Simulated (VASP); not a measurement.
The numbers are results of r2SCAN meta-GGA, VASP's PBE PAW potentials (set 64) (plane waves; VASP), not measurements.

VASP ran on this input.

File KPOINTS:
```
Automatic
0
gamma
  9 9 9
```

POSCAR:
```
NiSi2
1
    0.0000000000     2.6943245354     2.6943245354
    2.6943245354     0.0000000000     2.6943245354
    2.6943245354     2.6943245354     0.0000000000
Si Ni
2 1
Direct
  0.2500000000   0.2500000000   0.2500000000
  0.7500000000   0.7500000000   0.7500000000
  0.0000000000   0.0000000000   0.0000000000
```

INCAR:
```
ALGO  =  Normal
EDIFF  =  1E-6
EDIFFG  =  -0.02
ENCUT  =  400
IBRION  =  2
ISIF  =  3
ISMEAR  =  1
LASPH  =  .True.
LCHARG  =  .False.
LMAXMIX  =  4
LMIXTAU  =  .True.
LREAL  =  .False.
LWAVE  =  .False.
METAGGA  =  R2SCAN
NELM  =  100
NSW  =  60
PREC  =  Accurate
SIGMA  =  0.1
SYSTEM  =  NiSi2
```

POTCAR, in this order: Si Ni (PBE.64 set). Program: vasp_std.

The run wrote:

File OUTCAR:
```
 ion  position               nearest neighbor table
   1  0.250  0.250  0.250-   3 2.33   3 2.33   3 2.33   3 2.33   2 2.69   2 2.69   2 2.69   2 2.69
                             2 2.69   2 2.69
   2  0.750  0.750  0.750-   3 2.33   3 2.33   3 2.33   3 2.33   1 2.69   1 2.69   1 2.69   1 2.69
                             1 2.69   1 2.69
   3  0.000  0.000  0.000-   2 2.33   2 2.33   2 2.33   1 2.33   2 2.33   1 2.33   1 2.33   1 2.33
  LATTYP: Found a face centered cubic cell.
 ALAT       =     5.3886490708
 Subroutine PRICEL returns:
 Original cell was already a primitive cell.
 Subroutine GETGRP returns: Found 48 space group operations
The static configuration has the point symmetry O_h .
The dynamic configuration has the point symmetry O_h .
 Subroutine INISYM returns: Found 48 space group operations
 Subroutine IBZKPT returns following result:
 Found     35 irreducible k-points:

 Following reciprocal coordinates:
            Coordinates               Weight
  0.000000  0.000000  0.000000      1.000000
  0.111111  0.000000  0.000000      8.000000
  0.222222  0.000000  0.000000      8.000000
  0.333333  0.000000  0.000000      8.000000
  0.444444  0.000000  0.000000      8.000000
  0.111111  0.111111  0.000000      6.000000
  0.222222  0.111111  0.000000     24.000000
  0.333333  0.111111  0.000000     24.000000
  0.444444  0.111111  0.000000     24.000000
 -0.444444  0.111111  0.000000     24.000000
 -0.333333  0.111111  0.000000     24.000000
 -0.222222  0.111111  0.000000     24.000000
 -0.111111  0.111111  0.000000     12.000000
  0.222222  0.222222  0.000000      6.000000
  0.333333  0.222222  0.000000     24.000000
  0.444444  0.222222  0.000000     24.000000
 -0.444444  0.222222  0.000000     24.000000
 -0.333333  0.222222  0.000000     24.000000
 -0.222222  0.222222  0.000000     12.000000
  0.333333  0.333333  0.000000      6.000000
  0.444444  0.333333  0.000000     24.000000
...
```

**OSZICAR**
```
       N       E                     dE             d eps       ncg     rms          rms(c)
DAV:   1     0.505175781126E+02    0.50518E+02   -0.69727E+03   910   0.118E+03
DAV:   2    -0.307316287375E+02   -0.81249E+02   -0.76611E+02   910   0.237E+02
DAV:   3    -0.344826729767E+02   -0.37510E+01   -0.36719E+01  1195   0.581E+01
DAV:   4    -0.345483588229E+02   -0.65686E-01   -0.65607E-01  1026   0.731E+00
DAV:   5    -0.345500576857E+02   -0.16989E-02   -0.16986E-02  1247   0.126E+00    0.163E+01
DAV:   6    -0.361580765053E+02   -0.16080E+01   -0.48927E+01   998   0.179E+02    0.236E+01
DAV:   7    -0.306065230350E+02    0.55516E+01   -0.13444E+01  1098   0.109E+02    0.470E+00
DAV:   8    -0.305660229723E+02    0.40500E-01   -0.21371E+00  1322   0.278E+01    0.363E+00
DAV:   9    -0.305072096562E+02    0.58813E-01   -0.25852E-01  1081   0.118E+01    0.515E-01
DAV:  10    -0.305277336106E+02   -0.20524E-01   -0.26338E-02  1212   0.245E+00    0.491E-01
DAV:  11    -0.305236042620E+02    0.41293E-02   -0.32687E-02  1124   0.470E+00    0.505E-01
DAV:  12    -0.305260332481E+02   -0.24290E-02   -0.13760E-02  1056   0.300E+00    0.438E-02
DAV:  13    -0.305261390665E+02   -0.10582E-03   -0.40388E-04  1098   0.376E-01    0.186E-02
DAV:  14    -0.305261181449E+02    0.20922E-04   -0.24896E-05  1244   0.856E-02    0.762E-03
DAV:  15    -0.305261359100E+02   -0.17765E-04   -0.61203E-06  1085   0.383E-02    0.825E-03
DAV:  16    -0.305261182555E+02    0.17655E-04   -0.32320E-06   904   0.290E-02    0.226E-03
DAV:  17    -0.305261204551E+02   -0.21997E-05   -0.22365E-07   515   0.706E-03    0.948E-04
DAV:  18    -0.305261209306E+02   -0.47545E-06   -0.70240E-08   520   0.289E-03
   1 F= -.30526121E+02 E0= -.30526118E+02  d E =-.305261E+02
       N       E                     dE             d eps       ncg     rms          rms(c)
DAV:   1    -0.305316269497E+02   -0.55065E-02   -0.48341E-02  1005   0.495E+00    0.720E-01
DAV:   2    -0.305414886817E+02   -0.98617E-02   -0.11163E-01  1109   0.909E+00    0.107E+00
DAV:   3    -0.305262303415E+02    0.15258E-01   -0.48027E-02  1101   0.614E+00    0.996E-02
DAV:   4    -0.305261888902E+02    0.41451E-04   -0.12889E-03  1000   0.261E-01    0.594E-02
DAV:   5    -0.305261445455E+02    0.44345E-04   -0.97595E-05  1174   0.269E-01    0.145E-02
DAV:   6    -0.305261411466E+02    0.33989E-05   -0.13673E-05  1348   0.469E-02    0.594E-03
DAV:   7    -0.305261428302E+02   -0.16836E-05   -0.23027E-06   793   0.149E-02    0.193E-03
DAV:   8    -0.305261412268E+02    0.16034E-05   -0.10086E-06   505   0.101E-02    0.197E-03
DAV:   9    -0.305261422178E+02   -0.99105E-06   -0.22647E-07   485   0.974E-03
   2 F= -.30526142E+02 E0= -.30526177E+02  d E =-.212873E-04
       N       E                     dE             d eps       ncg     rms          rms(c)
DAV:   1    -0.305274721728E+02   -0.13309E-02   -0.11136E-02  1000   0.238E+00    0.340E-01
DAV:   2    -0.305296114084E+02   -0.21392E-02   -0.24688E-02  1122   0.430E+00    0.505E-01
DAV:   3    -0.305262371202E+02    0.33743E-02   -0.10892E-02  1101   0.287E+00    0.540E-02
DAV:   4    -0.305262233777E+02    0.13743E-04   -0.24047E-04   950   0.129E-01    0.188E-02
DAV:   5    -0.305262192670E+02    0.41107E-05   -0.14080E-05  1170   0.947E-02    0.539E-03
DAV:   6    -0.305262210109E+02   -0.17439E-05   -0.26340E-06   877   0.167E-02    0.191E-03
DAV:   7    -0.305262212776E+02   -0.26670E-06   -0.65946E-07   475   0.114E-02
   3 F= -.30526221E+02 E0= -.30526239E+02  d E =-.100347E-03
```

**OUTCAR**
```
------------------------ aborting loop because EDIFF is reached ----------------------------------------
  FORCE on cell =-STRESS in cart. coord.  units (eV):
  Direction    XX          YY          ZZ          XY          YZ          ZX
  --------------------------------------------------------------------------------------
  Total       -0.0041547     -0.0041547     -0.0041547      0.0000000      0.0000000     -0.0000000
  in kB       -0.1705553     -0.1705553     -0.1705553      0.0000000      0.0000000     -0.0000000
  external PRESSURE =      -0.1705553 kB  Pullay stress =       0.0000000 kB
  volume of cell :       39.03
      direct lattice vectors                 reciprocal lattice vectors
    -0.000000000  2.692278686  2.692278686    -0.185716287  0.185716287  0.185716287
     2.692278686  0.000000000  2.692278686     0.185716287 -0.185716287  0.185716287
     2.692278686  2.692278686 -0.000000000     0.185716287  0.185716287 -0.185716287
 POSITION                                       TOTAL-FORCE (eV/Angst)
 -----------------------------------------------------------------------------------
      1.34614      1.34614      1.34614        -0.000000     -0.000000      0.000000
      4.03842      4.03842      4.03842         0.000000      0.000000     -0.000000
      0.00000      0.00000      0.00000        -0.000000     -0.000000     -0.000000
 -----------------------------------------------------------------------------------
    total drift:                               -0.000000     -0.000000      0.000000
  FREE ENERGIE OF THE ION-ELECTRON SYSTEM (eV)
  ---------------------------------------------------
  free  energy   TOTEN  =       -30.5262212776 eV

  energy  without entropy=      -30.5262754566  energy(sigma->0) =      -30.52623934

 reached required accuracy - stopping structural energy minimisation
```
(Selected blocks of OUTCAR.)

### CONTCAR
```
NiSi2
   1.00000000000000
    -0.0000000000000000    2.6922786861812904    2.6922786861812904
     2.6922786861812904    0.0000000000000000    2.6922786861812904
     2.6922786861812904    2.6922786861812904   -0.0000000000000000
  Si              Ni
     2     1
Direct
     0.2500000000000000    0.2500000000000000    0.2500000000000000
     0.7500000000000000    0.7500000000000000    0.7500000000000000
     0.0000000000000000    0.0000000000000000    0.0000000000000000
```

The compound is NiSi2 in the fluorite structure. This run relaxes it. Symmetry was kept, so distortions that lower it aren't found. The start is the result of an earlier pass. The run is not spin-polarised, so no magnetic state was tried.
